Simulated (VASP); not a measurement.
Ga2O:

```
Ga O
1.0
     0.00000    2.50294    2.50294
     2.50294    0.00000    2.50294
     2.50294    2.50294    0.00000
Ga O
2 1
Direct
  0.25000 0.25000 0.25000
  0.75000 0.75000 0.75000
  0.00000 0.00000 0.00000
```

The cell comes from a database or a generator and needn't be the stable form of this composition.

| Property | Result |
| --- | --- |
| Program | VASP 6.6.1 |
| Task | relaxation of cell and atoms |
| Functional | PBE |
| Potentials or basis | VASP PAW PBE potentials, release 64 (Ga_d, O) |
| Cutoff | 600 eV |
| k mesh | 8 × 8 × 8 |
| Occupations | gaussian, width 0.1 eV |
| Spin | no spin polarisation |

At the start: pressure 79.0 GPa; volume 10.45 Å³/atom.

Task: How do energy, volume and symmetry change on relaxing?

Result: Over 4 steps the energy falls by 1119.2 meV/atom and the volume is 17.38 Å³/atom (+66.3 %); space group Fm-3m (No. 225, to 0.05 Å).

Step by step:
```
step  energy change (eV)  largest force (eV/Å)  pressure (GPa)  volume (Å³)
   1              0.0000                0.0000           79.01        31.36
   2             -3.1117                0.0000           -7.80        61.06
   3             -3.3505                0.0000            1.72        50.62
   4             -3.3576                0.0000           -0.20        52.15
```

Final structure:
```yaml
crystal:
  lattice:
    - [0.00000, 2.96533, 2.96533]
    - [2.96533, 0.00000, 2.96533]
    - [2.96533, 2.96533, 0.00000]
  atoms:
    - { symbol: Ga, position: [0.25000, 0.25000, 0.25000] }
    - { symbol: Ga, position: [0.75000, 0.75000, 0.75000] }
    - { symbol: O, position: [0.00000, 0.00000, 0.00000] }
```

Caveat: the volume moved by over 15 % at a fixed basis, so the end points are rough.
